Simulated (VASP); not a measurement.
```yaml
crystal:
  lattice:
    - [0.00000, 3.58365, 3.58365]
    - [3.58365, 0.00000, 3.58365]
    - [3.58365, 3.58365, 0.00000]
  atoms:
    - { symbol: Ca, position: [0.75000, 0.75000, 0.75000] }
    - { symbol: Ca, position: [0.25000, 0.25000, 0.25000] }
    - { symbol: Si, position: [0.00000, 0.00000, 0.00000] }
```

Method: r2SCAN meta-GGA, VASP's PBE PAW potentials (set 64) (plane waves; VASP). Settings: 530 eV cut-off, 5×5×5 Γ-centred mesh, Gaussian smearing of 0.050 eV, potentials Ca_sv Si.

Task: Give the elastic stiffness tensor with the ions relaxed (GPa, in the frame of the cell).

Result: 
```
      xx    yy    zz    yz    xz    xy
--  ----  ----  ----  ----  ----  ----
xx  88.9  14.4  14.4   0.0   0.0   0.0
yy  14.4  88.9  14.4   0.0   0.0   0.0
zz  14.4  14.4  88.9   0.0   0.0   0.0
yz   0.0   0.0   0.0  22.2   0.0   0.0
xz   0.0   0.0   0.0   0.0  22.2   0.0
xy   0.0   0.0   0.0   0.0   0.0  22.2
```

Task: What does the run give for the Hill bulk modulus, Hill shear modulus, Young's modulus, Poisson's ratio?

Result: 
```yaml
hill_bulk_modulus: 39.2 GPa
hill_shear_modulus: 274 kbar
Young's modulus: 66.6 GPa
Poisson's ratio: 0.217
```

The structure comes from a computed database's Ca2Si entry (Fm-3m); how it stands against other phases isn't given here. It was relaxed first.
